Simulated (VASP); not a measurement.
Level of theory: MS2 meta-GGA, VASP's PBE PAW potentials (set 64) (plane waves; VASP 6.6.1).

VASP input:

### INCAR
```
ALGO=Normal   ! blocked Davidson
LCHARG=.False.
METAGGA=MS2
LWAVE=.False.
ENCUT=520
PREC=Accurate
LREAL=.False.
ISIF=3
ISMEAR=0   ! Gaussian
LMIXTAU=.True.
SYSTEM=SrTe
IBRION=2   ! conjugate gradients
SIGMA=0.05   ! width (eV)
NSW=60   ! most ionic steps
EDIFF=1E-6
LMAXMIX=4   ! l cut-off of mixed one-centre charges
EDIFFG=-0.01
LASPH=.True.   ! aspherical one-centre terms
NELM=100   ! most electronic steps
```

**POSCAR**
```
SrTe
1
    0.0000000000     3.3300000000     3.3300000000
    3.3300000000     0.0000000000     3.3300000000
    3.3300000000     3.3300000000     0.0000000000
Sr Te
1 1
Direct
  0.0000000000   0.0000000000   0.0000000000
  0.5000000000   0.5000000000   0.5000000000
```

KPOINTS:
```
Automatic mesh
0
Gamma
 6 6 6
```

POTCAR, in this order: Sr_sv Te (PBE.64 set). Program: vasp_std.

Unless said otherwise, spin-orbit coupling is left out, though it shifts the bands of the heavy elements here.

Task: Estimate the energy per atom (σ→0), volume per atom, band gap (on the k-mesh).

Result: 
```yaml
energy per atom (σ→0): -2.366 eV/atom
band gap (on the k-mesh): 2.05 eV
volume_per_atom: 37.54 Å³/atom
```

File OSZICAR:
```
...
DAV:   2    -0.473182553118E+01    0.39209E-03   -0.13448E-03   460   0.336E-01    0.112E-01
DAV:   3    -0.473167111625E+01    0.15441E-03   -0.51476E-04   440   0.195E-01    0.638E-02
DAV:   4    -0.473166752887E+01    0.35874E-05   -0.12489E-04   576   0.928E-02    0.351E-02
DAV:   5    -0.473168439823E+01   -0.16869E-04   -0.12689E-04   576   0.935E-02    0.203E-02
DAV:   6    -0.473168673515E+01   -0.23369E-05   -0.63518E-05   616   0.389E-02    0.545E-03
DAV:   7    -0.473168824766E+01   -0.15125E-05   -0.62938E-06   420   0.306E-02    0.439E-03
DAV:   8    -0.473168872275E+01   -0.47509E-06   -0.71837E-07   288   0.126E-02
   3 F= -.47316887E+01 E0= -.47316887E+01  d E =-.228481E-02
```

The compound is SrTe in the rock salt structure. This run relaxes it. Symmetry was kept, so distortions that lower it aren't found.
